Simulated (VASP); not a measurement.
All values below come from PBEsol GGA, VASP's PBE PAW potentials (set 64) (plane waves; VASP 6.6.1).

VASP ran on this input.

INCAR:
```
# general
SYSTEM =TiZn3
PREC   =Accurate
ENCUT  =300
LREAL  =F
LASPH  =T

# electronic loop
EDIFF  =1E-6
NELM   =100
ALGO   =Normal
LMAXMIX=4

# smearing
ISMEAR =-1
SIGMA  =0.1

# functional
GGA    =PS

# ions
ISIF   =2

# output
LWAVE  =F
LCHARG =F
```

POSCAR:
```
TiZn3
1
    3.9322000000     0.0000000000     0.0000000000
    0.0000000000     3.9322000000     0.0000000000
    0.0000000000     0.0000000000    21.8983000000
Ti Zn
2 6
Direct
  0.0000000000   0.0000000000   0.4551080000
  0.0000000000   0.0000000000   0.6346750000
  0.5000000000   0.5000000000   0.4551080000
  0.0000000000   0.5000000000   0.3653250000
  0.5000000000   0.0000000000   0.3653250000
  0.5000000000   0.5000000000   0.6346750000
  0.0000000000   0.5000000000   0.5448920000
  0.5000000000   0.0000000000   0.5448920000
```

File KPOINTS:
```
Automatic
0
Gamma
 5 5 1
0 0 0
```

POTCAR, in this order: Ti_sv Zn (PBE.64 set). Program: vasp_std.

The resulting files:

**OUTCAR**
```
 ion  position               nearest neighbor table
   1  0.000  0.000  0.455-   4 2.78   5 2.78   4 2.78   5 2.78   3 2.78   3 2.78   3 2.78   3 2.78
                             7 2.78   8 2.78   8 2.78   7 2.78
   2  0.000  0.000  0.635-   7 2.78   8 2.78   7 2.78   8 2.78   6 2.78   6 2.78   6 2.78   6 2.78
  LATTYP: Found a simple tetragonal cell.
 ALAT       =     3.9322000000
 C/A-ratio  =     5.5689690250
 Subroutine PRICEL returns:
 Original cell was already a primitive cell.
 Subroutine GETGRP returns: Found  8 space group operations
The static configuration has the point symmetry C_4v.
The dynamic configuration has the point symmetry C_4v.
 Subroutine INISYM returns: Found  8 space group operations
 Subroutine IBZKPT returns following result:
 Found      6 irreducible k-points:

 Following reciprocal coordinates:
            Coordinates               Weight
  0.000000  0.000000  0.000000      1.000000
  0.200000  0.000000  0.000000      4.000000
  0.400000  0.000000  0.000000      4.000000
  0.200000  0.200000  0.000000      4.000000
  0.400000  0.200000  0.000000      8.000000
  0.400000  0.400000  0.000000      4.000000
   k-points           NKPTS =      6   k-points in BZ     NKDIM =      6   number of bands    NBANDS=     57
   number of dos      NEDOS =    301   number of ions     NIONS =      8
   total plane-waves  NPLWV =  72576
   dimension x,y,z NGX =    24 NGY =   24 NGZ =  126
   dimension x,y,z NGXF=    48 NGYF=   48 NGZF=  252
   ions per type =               2   6
   PREC   = accura    normal or accurate (medium, high low for compatibility)
   ISTART =      0    job   : 0-new  1-cont  2-samecut
   ICHARG =      2    charge: 1-file 2-atom 10-const
   ISPIN  =      1    spin polarized calculation?
   LNONCOLLINEAR =      F non collinear calculations
   LSORBIT =      F    spin-orbit coupling
   INIWAV =      1    electr: 0-lowe 1-rand  2-diag
   ENCUT  =  300.0 eV  22.05 Ry    4.70 a.u.   5.55  5.55 30.93*2*pi/ulx,y,z
   NELM   =    100;   NELMIN=  2; NELMDL= -5     # of ELM steps
   EDIFF  = 0.1E-05   stopping-criterion for ELM
...
```

**OSZICAR**
```
       N       E                     dE             d eps       ncg     rms          rms(c)
DAV:   1     0.642840443639E+03    0.64284E+03   -0.36929E+04   708   0.130E+03
DAV:   2     0.425353471559E+02   -0.60031E+03   -0.58649E+03   702   0.377E+02
DAV:   3    -0.214369600945E+02   -0.63972E+02   -0.62572E+02   902   0.133E+02
DAV:   4    -0.284829235965E+02   -0.70460E+01   -0.69570E+01  1216   0.260E+01
DAV:   5    -0.290870059737E+02   -0.60408E+00   -0.60394E+00   848   0.517E+00    0.146E+01
DAV:   6    -0.274534725192E+02    0.16335E+01   -0.38751E+01   828   0.362E+01    0.176E+01
DAV:   7    -0.321093622591E+02   -0.46559E+01   -0.52531E+01  1035   0.574E+01    0.211E+01
DAV:   8    -0.257595362414E+02    0.63498E+01   -0.19744E+01   838   0.284E+01    0.812E+00
DAV:   9    -0.248910278297E+02    0.86851E+00   -0.30209E+00   805   0.110E+01    0.450E+00
DAV:  10    -0.245841463008E+02    0.30688E+00   -0.15901E+00  1077   0.199E+01    0.101E+00
DAV:  11    -0.246017611626E+02   -0.17615E-01   -0.30768E-01   870   0.700E+00    0.171E+00
DAV:  12    -0.245739746703E+02    0.27786E-01   -0.93362E-02   837   0.362E+00    0.780E-01
DAV:  13    -0.245714134254E+02    0.25612E-02   -0.31950E-02   813   0.163E+00    0.189E-01
DAV:  14    -0.245724115145E+02   -0.99809E-03   -0.93798E-03   847   0.132E+00    0.126E-01
DAV:  15    -0.245725741441E+02   -0.16263E-03   -0.84073E-04   871   0.491E-01    0.711E-02
DAV:  16    -0.245731154221E+02   -0.54128E-03   -0.71724E-04   814   0.523E-01    0.711E-02
DAV:  17    -0.245732348737E+02   -0.11945E-03   -0.43356E-04   788   0.255E-01    0.288E-02
DAV:  18    -0.245734422227E+02   -0.20735E-03   -0.19325E-04   827   0.173E-01    0.126E-02
DAV:  19    -0.245735299609E+02   -0.87738E-04   -0.39916E-05   759   0.488E-02    0.133E-02
DAV:  20    -0.245735892863E+02   -0.59325E-04   -0.16490E-05   724   0.465E-02    0.643E-03
DAV:  21    -0.245736253473E+02   -0.36061E-04   -0.94024E-06   708   0.340E-02    0.416E-03
DAV:  22    -0.245736352164E+02   -0.98691E-05   -0.29510E-06   533   0.116E-02    0.198E-03
DAV:  23    -0.245736464455E+02   -0.11229E-04   -0.20457E-06   464   0.188E-02    0.225E-03
DAV:  24    -0.245736490151E+02   -0.25696E-05   -0.76861E-07   499   0.149E-02    0.130E-03
DAV:  25    -0.245736549863E+02   -0.59713E-05   -0.64124E-07   467   0.468E-03    0.125E-03
DAV:  26    -0.245736586117E+02   -0.36254E-05   -0.24923E-07   458   0.258E-03    0.498E-04
DAV:  27    -0.245736624114E+02   -0.37997E-05   -0.17636E-07   474   0.232E-03    0.338E-04
DAV:  28    -0.245736644495E+02   -0.20380E-05   -0.90714E-08   441   0.271E-03    0.176E-04
DAV:  29    -0.245736650195E+02   -0.57002E-06   -0.32888E-08   384   0.142E-03
   1 F= -.24573665E+02 E0= -.24452879E+02  d E =-.241572E+00
```

**OUTCAR**
```
------------------------ aborting loop because EDIFF is reached ----------------------------------------
  FORCE on cell =-STRESS in cart. coord.  units (eV):
  Direction    XX          YY          ZZ          XY          YZ          ZX
  --------------------------------------------------------------------------------------
  Total       -6.3441493     -6.3441493     -5.5076779      0.0000000      0.0000000      0.0000000
  in kB      -30.0194255    -30.0194255    -26.0613866      0.0000000      0.0000000      0.0000000
  external PRESSURE =     -28.7000792 kB  Pullay stress =       0.0000000 kB
  volume of cell :      338.60
      direct lattice vectors                 reciprocal lattice vectors
     3.932200000  0.000000000  0.000000000     0.254310564  0.000000000  0.000000000
     0.000000000  3.932200000  0.000000000     0.000000000  0.254310564  0.000000000
     0.000000000  0.000000000 21.898300000     0.000000000  0.000000000  0.045665645
 POSITION                                       TOTAL-FORCE (eV/Angst)
 -----------------------------------------------------------------------------------
      0.00000      0.00000      9.96609        -0.000000      0.000000     -0.633063
      0.00000      0.00000     13.89830         0.000000      0.000000     -0.574521
      1.96610      1.96610      9.96609        -0.000000      0.000000      0.208543
      0.00000      1.96610      8.00000         0.000000      0.000000      0.531284
      1.96610      0.00000      8.00000        -0.000000      0.000000      0.531284
      1.96610      1.96610     13.89830        -0.000000     -0.000000     -0.406310
      0.00000      1.96610     11.93221        -0.000000      0.000000      0.171391
      1.96610      0.00000     11.93221        -0.000000      0.000000      0.171391
 -----------------------------------------------------------------------------------
    total drift:                                0.000000      0.000000      0.006518
  FREE ENERGIE OF THE ION-ELECTRON SYSTEM (eV)
  ---------------------------------------------------
  free  energy   TOTEN  =       -24.5736650195 eV

  energy  without entropy=      -24.3320929117  energy(sigma->0) =      -24.45287897
```
(Selected blocks of OUTCAR.)

At this cut-off the stress carries a Pulay error, which pulls relaxed volumes low. The cell holds a wide vacuum, so values per volume refer to the whole cell.

The cell is a sheet with vacuum.
